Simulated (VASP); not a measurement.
Consider the following.

```
BaPtGe3
1.0
   -2.28180     2.28180     5.11705
    2.28180    -2.28180     5.11705
    2.28180     2.28180    -5.11705
Ba Pt Ge
1 1 3
Direct
  0.00000   0.00000   0.00000
  0.64790   0.64790   0.00000
  0.40040   0.40040   0.00000
  0.75370   0.25370   0.50000
  0.25370   0.75370   0.50000
```

These are PBEsol GGA, VASP's PBE PAW potentials (set 64) (plane waves; VASP) values and carry that method's errors. Numerical set-up: 300 eV cut-off, 6×6×6 Γ-centred mesh, Fermi-Dirac smearing of 0.050 eV, potentials Ba_sv Pt Ge_d.

Problem. Give the energies of bands 23 to 36 at the high-symmetry points, in eV from the Fermi level.

Solution. 
| band | Γ | X | P | N | M | S | R |
|---|---|---|---|---|---|---|---|
| 23 | -4.87 | -5.65 | -5.97 | -4.55 | -4.53 | -4.56 | -5.27 |
| 24 | -4.87 | -4.66 | -4.44 | -4.31 | -4.53 | -4.27 | -4.66 |
| 25 | -3.73 | -3.91 | -3.91 | -4.07 | -4.43 | -4.21 | -4.05 |
| 26 | -3.41 | -3.38 | -3.27 | -4.01 | -3.38 | -3.93 | -3.57 |
| 27 | -3.08 | -3.23 | -3.08 | -3.43 | -2.48 | -3.58 | -3.22 |
| 28 | -3.00 | -2.94 | -3.08 | -2.91 | -2.45 | -2.28 | -2.87 |
| 29 | -1.88 | -2.37 | -2.12 | -1.96 | -2.45 | -2.08 | -2.39 |
| 30 | -1.88 | -2.04 | -2.12 | -0.97 | -0.36 | -1.39 | -2.07 |
| 31 | 0.49 | -1.90 | -1.86 | -0.24 | 1.60 | -0.15 | -1.40 |
| 32 | 0.49 | 2.39 | 1.58 | 0.10 | 1.60 | 0.58 | 2.18 |
| 33 | 0.95 | 3.48 | 3.51 | 1.41 | 1.93 | 1.28 | 2.79 |
| 34 | 1.42 | 3.98 | 3.51 | 1.82 | 1.95 | 2.91 | 3.51 |
| 35 | 4.03 | 4.11 | 4.09 | 2.33 | 2.10 | 2.93 | 3.61 |
| 36 | 4.36 | 4.90 | 5.20 | 3.64 | 2.79 | 3.28 | 4.75 |

It has no gap at this level: it comes out as a metal or semimetal.

The structure comes from a measured BaGe3Pt entry of the Crystallography Open Database, whose conditions weren't checked. The cell was not relaxed at this level. The k-mesh is coarse (spacing up to 0.32 per Å, 2π included), so the numbers may not be converged in it.
